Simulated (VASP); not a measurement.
A run of VASP 6.6.1:

The input INCAR:

```
PREC = Accurate
ENCUT = 600
EDIFF = 1E-7
ISMEAR = 1
SIGMA = 0.1
LREAL = F
LASPH = T
NELM = 80
ALGO = Normal
ISIF = 3
LWAVE = F
LCHARG = F
GGA = PS
IBRION = 2
NSW = 90
EDIFFG = -0.005
```

KPOINTS

```
regular mesh
0
Gamma
  15 15 11
```

The input POSCAR:

```
TiB2                                    
1.0
    3.0185527621      0.0000000000     -0.0000000000
   -1.5092763811      2.6141433757      0.0000000000
   -0.0000000000     -0.0000000000      3.1862381411
  Ti              B             
     1     2
Direct
     0.0000000000000000    0.0000000000000000    0.0000000000000000
     0.3333333300000021    0.6666666699999979    0.5000000000000000
     0.6666666699999979    0.3333333300000021    0.5000000000000000
```

Potentials or basis: VASP PAW PBE potentials, release 64 (Ti_sv, B).

The run is started by

```console
$ cat potpaw_PBE.64/Ti_sv/POTCAR potpaw_PBE.64/B/POTCAR > POTCAR
$ mpirun -np 1 vasp_std > vasp.out
```

Hardware: 1 thread of Intel(R) Xeon(R) Platinum 8488C (Sapphire Rapids), with other jobs on the host.

Question: Estimate the wall time of this run.

Answer: Wall time 28 s on 1 thread of Intel(R) Xeon(R) Platinum 8488C (Sapphire Rapids), with other jobs on the host, peak memory 0.2 GiB. Counts: scf iterations 14, k points 162, ion steps 1.
